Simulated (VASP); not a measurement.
```xyz
2
Lattice="1.2550 -2.1737 0.0000 1.2550 2.1737 0.0000 0.0000 0.0000 4.0700" Properties=species:S:1:pos:R:3 pbc="T T T"
Co     1.2550     0.7246     1.0175
Co     1.2550    -0.7246     3.0525
```
Starting moments (μB, in the order of the record's atoms Co Co): 1.8 1.8.

The base run (VASP): PBE GGA, plane waves, VASP's PBE PAW potentials (set 64). Numerical set-up: 400 eV cut-off, 15×15×8 Γ-centred mesh, first-order Methfessel-Paxton smearing of 0.10 eV, potentials Co.

One setting is varied; ΔE counts from the base run. The base run took about 30 core-seconds. Times come from single runs on busy shared machines, so they are rough: good to a factor of about 2.

Pressures at a finite cut-off, here 400 eV, hold a Pulay part, which wasn't tested here.

```json
[
 {"setting": "PREC = Low", "cost over the base run": "within a factor of 2", "electronic steps": "13", "ΔE (meV/atom)": "-1.0", "pressure (GPa)": "-5.36"},
 {"setting": "PREC = Normal", "cost over the base run": "within a factor of 2", "electronic steps": "13", "ΔE (meV/atom)": "0.0", "pressure (GPa)": "-5.40"},
 {"setting": "LASPH = .FALSE.", "cost over the base run": "within a factor of 2", "electronic steps": "13", "ΔE (meV/atom)": "0.1", "pressure (GPa)": "-5.41"},
 {"setting": "PREC = Single", "cost over the base run": "within a factor of 2", "electronic steps": "13", "ΔE (meV/atom)": "-0.1", "pressure (GPa)": "-5.41"},
 {"setting": "base run", "cost over the base run": "reference", "electronic steps": "13", "ΔE (meV/atom)": "0.0", "pressure (GPa)": "-5.40"},
 {"setting": "ADDGRID = .TRUE.", "cost over the base run": "within a factor of 2", "electronic steps": "13", "ΔE (meV/atom)": "0.0", "pressure (GPa)": "-5.40"},
 {"setting": "LREAL = Auto", "cost over the base run": "within a factor of 2", "electronic steps": "13", "ΔE (meV/atom)": "-0.1", "pressure (GPa)": "-5.43"}
]
```

Left out are runs that failed, have no time on record or changed the cell.

The compound is Co in the hcp structure. The cell was not relaxed at this level.
